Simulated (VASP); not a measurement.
Level of theory: MS2 meta-GGA, VASP's PBE PAW potentials (set 64) (plane waves; VASP).

VASP input:

### INCAR
```
LWAVE = F
LREAL = F
EDIFFG = -0.01   # ionic stop
ENCUT = 520
SIGMA = 0.1   # width (eV)
PREC = Accurate
ISMEAR = 1   # Methfessel-Paxton
ALGO = Normal
LASPH = T
ISIF = 4   # ions and shape, fixed volume
NELM = 100
IBRION = 2   # conjugate gradients
SYSTEM = Mg
EDIFF = 1E-7
LCHARG = F
NSW = 30   # most ionic steps
LMIXTAU = T
METAGGA = MS2
```

File KPOINTS:
```
Automatic mesh
0
Gamma
13 13 7
0 0 0
```

**POSCAR**
```
Mg
1.0
  1.5596653272  -2.7014200232   0.0000000000
  1.5596653272   2.7014200232   0.0000000000
  0.0000000000   0.0000000000   5.0051886154
Mg
2
Cartesian
  1.5596653272   0.9004751420   1.2512971538
  1.5596653272  -0.9004751420   3.7538914615
```

POTCAR, in this order: Mg (PBE.64 set). Program: vasp_std.

What does the run give for the energy per atom (σ→0), band gap (on the k-mesh)?

The energy per atom (σ→0) comes out as -5.042 eV/atom. The band gap (on the k-mesh) comes out as none (metal, semimetal or under 0.01 eV).

OSZICAR:
```
...
DAV:   1    -0.100837511587E+02   -0.79518E-04   -0.59098E-04  1332   0.138E-01    0.730E-03
DAV:   2    -0.100837507758E+02    0.38289E-06   -0.43222E-06  1116   0.159E-02    0.452E-03
DAV:   3    -0.100837506201E+02    0.15572E-06   -0.38919E-06  1116   0.180E-02    0.552E-04
DAV:   4    -0.100837508575E+02   -0.23741E-06   -0.54892E-08  1272   0.248E-03    0.449E-04
DAV:   5    -0.100837503808E+02    0.47673E-06   -0.16060E-08   558   0.169E-03    0.152E-04
DAV:   6    -0.100837512405E+02   -0.85976E-06   -0.20708E-07  1020   0.448E-03    0.106E-04
DAV:   7    -0.100837512221E+02    0.18380E-07   -0.71944E-10   522   0.237E-04
   3 F= -.10083751E+02 E0= -.10083539E+02  d E =-.374255E-03
```

The compound is Mg in the hcp structure. This cell is one point of a volume scan, at 0.94 of the reference volume. Symmetry was kept, so distortions that lower it aren't found.
